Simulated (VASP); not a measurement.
Given:

```xyz
2
Lattice="1.8150 -3.1437 0.0000 1.8150 3.1437 0.0000 0.0000 0.0000 5.7800" Properties=species:S:1:pos:R:3 pbc="T T T"
Gd     1.8150     1.0479     1.4450
Gd     1.8150    -1.0479     4.3350
```
Starting moments (μB, in the order of the record's atoms Gd Gd): 7.0 7.0.

Method: PBE GGA, VASP's PBE PAW potentials (set 64) (plane waves; VASP). Numerical set-up: 300 eV cut-off, 7×7×4 Γ-centred mesh, Gaussian smearing of 0.10 eV, potentials Gd.

Q: Give the spin-up energies of bands 15 to 28 at the high-symmetry points, in eV from the Fermi level.

A: 
```json
[
 {"band": "15", "Γ": "-4.88", "M": "-4.86", "K": "-4.87", "A": "-4.88", "L": "-4.86", "H": "-4.87"},
 {"band": "16", "Γ": "-4.88", "M": "-4.84", "K": "-4.87", "A": "-4.88", "L": "-4.86", "H": "-4.87"},
 {"band": "17", "Γ": "-4.86", "M": "-4.84", "K": "-4.85", "A": "-4.81", "L": "-4.85", "H": "-4.86"},
 {"band": "18", "Γ": "-4.86", "M": "-4.84", "K": "-4.82", "A": "-4.81", "L": "-4.85", "H": "-4.86"},
 {"band": "19", "Γ": "-4.86", "M": "-4.83", "K": "-4.82", "A": "-4.81", "L": "-4.82", "H": "-4.85"},
 {"band": "20", "Γ": "-4.82", "M": "-4.82", "K": "-4.81", "A": "-4.81", "L": "-4.82", "H": "-4.85"},
 {"band": "21", "Γ": "-4.82", "M": "-4.81", "K": "-4.81", "A": "-4.79", "L": "-4.82", "H": "-4.81"},
 {"band": "22", "Γ": "-4.79", "M": "-4.80", "K": "-4.81", "A": "-4.79", "L": "-4.82", "H": "-4.81"},
 {"band": "23", "Γ": "-4.79", "M": "-2.15", "K": "-1.19", "A": "-3.57", "L": "-2.16", "H": "-0.90"},
 {"band": "24", "Γ": "-2.48", "M": "-1.74", "K": "-1.03", "A": "-3.57", "L": "-2.16", "H": "-0.90"},
 {"band": "25", "Γ": "1.04", "M": "-1.30", "K": "-1.03", "A": "0.49", "L": "-0.46", "H": "-0.57"},
 {"band": "26", "Γ": "1.35", "M": "-0.09", "K": "-0.51", "A": "0.49", "L": "-0.46", "H": "-0.57"},
 {"band": "27", "Γ": "1.35", "M": "1.09", "K": "0.72", "A": "1.27", "L": "1.49", "H": "0.16"},
 {"band": "28", "Γ": "1.51", "M": "1.10", "K": "0.72", "A": "1.27", "L": "1.49", "H": "0.16"}
]
```

Q: Give the spin-down energies of bands 15 to 28 at the high-symmetry points, in eV from the Fermi level.

A: 
```json
[
 {"band": "15", "Γ": "0.40", "M": "0.42", "K": "0.38", "A": "0.38", "L": "0.42", "H": "0.40"},
 {"band": "16", "Γ": "0.42", "M": "0.43", "K": "0.38", "A": "0.38", "L": "0.42", "H": "0.40"},
 {"band": "17", "Γ": "0.45", "M": "0.45", "K": "0.38", "A": "0.38", "L": "0.43", "H": "0.41"},
 {"band": "18", "Γ": "0.45", "M": "0.46", "K": "0.48", "A": "0.38", "L": "0.43", "H": "0.41"},
 {"band": "19", "Γ": "0.46", "M": "0.46", "K": "0.48", "A": "0.58", "L": "0.48", "H": "0.49"},
 {"band": "20", "Γ": "0.46", "M": "0.51", "K": "0.50", "A": "0.58", "L": "0.48", "H": "0.49"},
 {"band": "21", "Γ": "0.55", "M": "0.53", "K": "0.56", "A": "0.58", "L": "0.56", "H": "0.57"},
 {"band": "22", "Γ": "0.55", "M": "0.56", "K": "0.56", "A": "0.58", "L": "0.56", "H": "0.57"},
 {"band": "23", "Γ": "0.65", "M": "0.57", "K": "0.57", "A": "0.65", "L": "0.57", "H": "0.78"},
 {"band": "24", "Γ": "0.66", "M": "0.60", "K": "0.58", "A": "0.65", "L": "0.57", "H": "0.78"},
 {"band": "25", "Γ": "2.17", "M": "0.64", "K": "0.58", "A": "1.83", "L": "0.95", "H": "0.84"},
 {"band": "26", "Γ": "2.49", "M": "1.19", "K": "0.61", "A": "1.83", "L": "0.95", "H": "0.84"},
 {"band": "27", "Γ": "2.49", "M": "2.14", "K": "1.94", "A": "2.39", "L": "2.71", "H": "1.67"},
 {"band": "28", "Γ": "2.74", "M": "2.35", "K": "1.94", "A": "2.39", "L": "2.71", "H": "1.67"}
]
```

It has no gap at this level: it comes out as a metal or semimetal.

The structure is a typed Gd crystal. The cell was not relaxed at this level.
